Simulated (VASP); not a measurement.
VASP input:

### POSCAR
```
BeS
1
    0.0000000000     2.4203570468     2.4203570468
    2.4203570468     0.0000000000     2.4203570468
    2.4203570468     2.4203570468     0.0000000000
Be S
1 1
Direct
  0.0000000000   0.0000000000   0.0000000000
  0.2500000000   0.2500000000   0.2500000000
```

### INCAR
```
! general
SYSTEM  = BeS
PREC    = Accurate
ENCUT   = 500
LREAL   = .FALSE.
LASPH   = .TRUE.

! electronic loop
EDIFF   = 1E-6
NELM    = 100   ! most electronic steps
ALGO    = Normal

! smearing
ISMEAR  = 0   ! Gaussian
SIGMA   = 0.05   ! width (eV)

! functional
GGA     = PS   ! PBEsol

! ions
IBRION  = 2   ! conjugate gradients
NSW     = 40   ! most ionic steps
ISIF    = 3   ! ions, shape and volume
EDIFFG  = -0.02   ! ionic stop
PSTRESS = 50   ! kbar

! output
LWAVE   = .FALSE.
LCHARG  = .FALSE.
```

KPOINTS:
```
Automatic
0
gamma
  9 9 9
```

POTCAR, in this order: Be S (PBE.64 set). Program: vasp_std.

Question: Translate this PBEsol calculation to Quantum ESPRESSO's pw.x.

Answer: One equivalent input (not run):
```
&CONTROL
  calculation = 'vc-relax'
  pseudo_dir = './pseudo'
  outdir = './out'
  tprnfor = .true.
  tstress = .true.
  nstep = 40
  forc_conv_thr = 0.00078
/
&SYSTEM
  ibrav = 0
  nat = 2
  ntyp = 2
  ecutwfc = 88
  occupations = 'smearing'
  smearing = 'gaussian'
  degauss = 0.003675
  input_dft = 'pbesol'
/
&ELECTRONS
  conv_thr = 7.3e-08
  electron_maxstep = 100
/
&IONS
/
&CELL
  press = 50
/
ATOMIC_SPECIES
  Be 9.012 Be.upf
  S 32.060 S.upf
CELL_PARAMETERS angstrom
     0.0000000    2.4203570    2.4203570
     2.4203570    0.0000000    2.4203570
     2.4203570    2.4203570    0.0000000
ATOMIC_POSITIONS crystal
  Be   0.0000000  0.0000000  0.0000000
  S    0.2500000  0.2500000  0.2500000
K_POINTS automatic
  9 9 9 0 0 0
```
What does not carry over: the potentials are each code's own (VASP's PAW set, PseudoDojo norm-conserving files in pw.x), so ENCUT and ecutwfc are chosen apart and not converted; conv_thr bounds pw.x's estimated SCF error, while EDIFF bounds the energy change between steps; forc_conv_thr acts on force components and is met together with etot_conv_thr.

The compound is BeS in the zinc blende structure. This run relaxes it under an external pressure of 5 GPa. Symmetry was kept, so distortions that lower it aren't found.
